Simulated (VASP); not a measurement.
Here is the system:

```xyz
8
Lattice="5.9160 0.0000 0.0000 0.0000 5.9160 0.0000 0.0000 0.0000 5.9160" Properties=species:S:1:pos:R:3 pbc="T T T"
Cd     5.9160     5.9160     5.9160
Te     1.5917     1.5917     1.5917
Te     4.3243     4.3243     1.5917
Te     4.3243     1.5917     4.3243
Te     1.5917     4.3243     4.3243
Be     2.9580     2.9580     5.9160
Be     2.9580     5.9160     2.9580
Be     5.9160     2.9580     2.9580
```

All values below come from PBE GGA, VASP's PBE PAW potentials (set 64) (plane waves; VASP). Run with 400 eV cut-off, Gaussian smearing of 0.050 eV, potentials Cd Te Be.

Unless said otherwise, spin-orbit coupling is left out, though it shifts the bands of the heavy elements here.

Give the energies of bands 12 to 25 at the high-symmetry points, in eV from the valence-band maximum.

```csv
band,Γ,X,M,R
12,-4.75,-3.47,-4.11,-5.02
13,-2.45,-3.01,-3.90,-5.02
14,-2.45,-2.96,-3.07,-1.57
15,-2.45,-2.96,-2.70,-1.57
16,-2.36,-2.95,-2.66,-1.18
17,-2.36,-2.60,-2.66,-1.18
18,-2.36,-1.75,-1.73,-1.18
19,0.00,-1.75,-1.05,-0.51
20,0.00,-0.99,-0.73,-0.51
21,0.00,-0.99,-0.73,-0.51
22,1.88,2.48,3.23,2.20
23,2.17,2.95,3.23,2.52
24,2.17,3.64,3.45,2.52
25,2.17,3.85,4.03,2.52
```

The gap is direct, 1.88 eV, from the valence maximum at Γ to the conduction minimum at Γ.

The structure was generated: Be3CdTe4 was put into an ordered model structure (P-43m), which need not be its known phase. It was relaxed first.
